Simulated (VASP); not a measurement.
**Lattice constant a of bcc metals: PBEsol against PBE**

VASP (plane waves, PAW); cells keep the symmetry of their structure type. Static lattice, each level at its own minimum.

Here x stands for PBE a and y for PBEsol less PBE.

```csv
solid,PBE a (Å),PBEsol less PBE (Å),cut-off (eV)
Mo,3.162,-0.031,520
W,3.185,-0.029,520
Nb,3.310,-0.041,520
Ta,3.318,-0.034,520
Li,3.438,0.000,520
Na,4.199,?,520
K,5.287,-0.068,520
Rb,5.667,-0.099,520
Cs,6.162,-0.146,520
```

Using a straight line, estimate the missing y at x = 4.199 from the other rows, showing the fit.

With u = x - 4.2, the rows have u = -1.0380, -1.0150, -0.8900, -0.8820, -0.7620, 1.0870, 1.4670, 1.9620. Means: u -0.0088750, y -0.0560. About the means, the sum of products is -0.38149 and the sum of squares of u is 11.441; the slope is their ratio. Least squares gives y = -0.0563 - 0.03334·u. Residuals (row less fit): -0.0093, -0.0065, -0.0144, -0.0071, 0.0309, 0.0245, 0.0062, -0.0243; standard error 0.0207 (degrees of freedom: 6). The slope is -0.0333 with a standard error of 0.0061. At the withheld row, u = -0.0010, so y = -0.0563 - 0.03334 × (-0.0010) = -0.0563 Å. The calculation gives -0.026 Å, 0.0303 Å above the prediction (20.8 % of the range of y in the table). The row lies between fitted rows. From the scatter of the fitted rows alone, a prediction at this place has a standard error of 0.0220 Å, so the miss is 1.4 times that.

The rows are a random draw from the solids of this series computed here; series whose standard error about the line passes 12 to 30 % of the range of y, or with no trend, aren't shown in this form.
